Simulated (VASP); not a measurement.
An input for Ansatz (written as the equivalent of a VASP run, and not itself run):

Ansatz 0.2 input:
```yaml
crystal:
  lattice:
    - [0.0000000, 2.1528666, 2.1528666]
    - [2.1528666, 0.0000000, 2.1528666]
    - [2.1528666, 2.1528666, 0.0000000]
  atoms:
    - { symbol: Ti, position: [0.0000000, 0.0000000, 0.0000000] }
    - { symbol: C, position: [0.5000000, 0.5000000, 0.5000000] }
kpoints:
  mp_grid: { grid: [15, 15, 15] }
hamiltonian:
  xc: pbe
  pseudopotentials: { kind: paw }
scf:
  occupations: { method: methfessel_paxton, width: 0.1 }
  max_iter: 100
relax:
  max_steps: 40
  f_tol: 0.02
  cell: { p_target: 10 }
output: { forces: true, stress: true, eigenvalues: true }
```

Task: Translate this input to VASP (INCAR, KPOINTS, POSCAR, choice of POTCAR).

Result: One answer among several that fit: 
### KPOINTS
```
Automatic mesh
0
Gamma
15 15 15
0 0 0
```

**POSCAR**
```
TiC
1
    0.0000000000     2.1528666296     2.1528666296
    2.1528666296     0.0000000000     2.1528666296
    2.1528666296     2.1528666296     0.0000000000
Ti C
1 1
Direct
  0.0000000000   0.0000000000   0.0000000000
  0.5000000000   0.5000000000   0.5000000000
```

INCAR:
```
ALGO=Normal
EDIFF=1E-6
EDIFFG=-0.02
ENCUT=620
GGA=PE
IBRION=2
ISIF=3
ISMEAR=1
LASPH=.TRUE.
LCHARG=.FALSE.
LMAXMIX=4
LREAL=.FALSE.
LWAVE=.FALSE.
NELM=100
NSW=40
PREC=Accurate
PSTRESS=100
SIGMA=0.1
SYSTEM=TiC
```

POTCAR, in this order: Ti_sv C (PBE.64 set). Program: vasp_std.

What does not carry over: each code has its own PAW files, so the cut-off isn't converted (ENCUT is set for VASP's; basis.ecutwfc is left out, and Ansatz then takes the one that its files recommend); Ansatz stops its SCF on the density residual and VASP on the energy change (EDIFF).

The compound is TiC in the rock salt structure. This run relaxes it under an external pressure of 10 GPa. Symmetry was kept, so distortions that lower it aren't found.
